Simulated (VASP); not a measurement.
Data:

```
CELL_PARAMETERS angstrom
      3.50562     0.00000     0.00000
      0.00000     3.50562     0.00000
      0.00000     0.00000     3.50562
ATOMIC_POSITIONS crystal
  Fe 0.00000 0.00000 0.00000
  Ni 0.00000 0.50000 0.50000
  Ni 0.50000 0.00000 0.50000
  Ni 0.50000 0.50000 0.00000
```
Starting moments (μB, in the order of the record's atoms Fe Ni Ni Ni): 2.9 0.6 0.6 0.6.

The numbers are results of PBE GGA with D3 dispersion (zero damping), VASP's PBE PAW potentials (set 64) (plane waves; VASP 6.6.1), not measurements. Run with 520 eV cut-off, Gaussian smearing of 0.050 eV, potentials Fe Ni.

Question: Give the spin-up energies of bands 11 to 24 at the high-symmetry points, in eV from the Fermi level.

Answer: 
```tsv
band	Γ	X	M	R
11	-1.66	-2.59	-2.99	-2.63
12	-1.66	-2.08	-2.99	-2.63
13	-0.81	-1.93	-2.72	-0.90
14	-0.81	-1.93	-1.94	-0.90
15	-0.78	-1.72	-1.85	-0.79
16	-0.66	-1.72	-1.85	-0.79
17	-0.66	-1.61	-1.71	-0.79
18	-0.66	-1.55	-1.71	-0.77
19	-0.59	-1.39	-1.52	-0.77
20	-0.59	-1.04	-1.50	-0.77
21	-0.59	-0.66	0.82	-0.54
22	2.29	-0.59	0.82	-0.54
23	2.29	7.70	0.88	-0.54
24	2.29	7.71	0.90	-0.43
```

Question: Give the spin-down energies of bands 11 to 24 at the high-symmetry points, in eV from the Fermi level.

Answer: 
```csv
band,Γ,X,M,R
11,-0.61,-1.52,-2.19,-1.47
12,-0.61,-1.27,-1.78,-1.47
13,-0.01,-1.00,-1.28,-0.55
14,0.29,-1.00,-1.28,-0.49
15,0.29,-0.90,-1.26,-0.49
16,0.29,-0.42,-0.83,-0.49
17,1.01,-0.16,-0.71,0.06
18,1.01,-0.16,0.14,0.06
19,1.29,0.29,0.14,0.06
20,1.29,0.50,0.38,0.81
21,1.29,0.62,1.46,0.81
22,2.32,1.26,1.46,0.81
23,2.32,8.07,2.42,1.15
24,2.32,8.10,2.49,1.15
```

It has no gap at this level: it comes out as a metal or semimetal.

The compound is Ni3Fe in the L1_2 structure. It was relaxed first.
